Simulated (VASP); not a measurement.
Calculation: TPSS meta-GGA, VASP's PBE PAW potentials (set 64) (plane waves; VASP).

The input files of a VASP run:

File POSCAR:
```
HgTe
1
    0.0000000000     3.3211684036     3.3211684036
    3.3211684036     0.0000000000     3.3211684036
    3.3211684036     3.3211684036     0.0000000000
Hg Te
1 1
Direct
  0.0000000000   0.0000000000   0.0000000000
  0.2500000000   0.2500000000   0.2500000000
```

### KPOINTS
```
Regular mesh
0
G
11 11 11
```

**INCAR**
```
SYSTEM = HgTe
PREC = Accurate
ENCUT = 520
EDIFF = 1E-7
NELM = 100
ALGO = Normal
LREAL = .FALSE.
LASPH = .TRUE.
ISMEAR = -5
METAGGA = TPSS
LMIXTAU = .TRUE.
LMAXMIX = 6
LWAVE = .FALSE.
LCHARG = .FALSE.
LORBIT = 11
NEDOS = 601
ISIF = 2
```

### KPOINTS_OPT
```
k-points along high-symmetry lines
10
Line-mode
Reciprocal
  0.000000   0.000000   0.000000 ! GAMMA
 -0.500000  -0.500000   0.000000 ! X

 -0.500000  -0.500000   0.000000 ! X
 -0.375000  -0.375000   0.250000 ! U

 -0.375000   0.000000   0.375000 ! K
  0.000000   0.000000   0.000000 ! GAMMA

  0.000000   0.000000   0.000000 ! GAMMA
 -0.000000  -0.000000   0.500000 ! L

 -0.000000  -0.000000   0.500000 ! L
 -0.500000  -0.250000   0.250000 ! W

 -0.500000  -0.250000   0.250000 ! W
 -0.500000  -0.500000   0.000000 ! X
```

POTCAR, in this order: Hg Te (PBE.64 set). Program: vasp_std.

What will the output report for the number of irreducible k-points (NKPTS), largest plane-wave count, number of space-group operations, FFT grid (NGX, NGY, NGZ)?

The number of irreducible k-points (NKPTS) is 56 and the largest plane-wave count is 1996. The number of space-group operations is 24 and the FFT grid (NGX, NGY, NGZ) comes out as 36 × 36 × 36.

The compound is HgTe in the zinc blende structure. It was relaxed first, which changed the volume by +9 %.
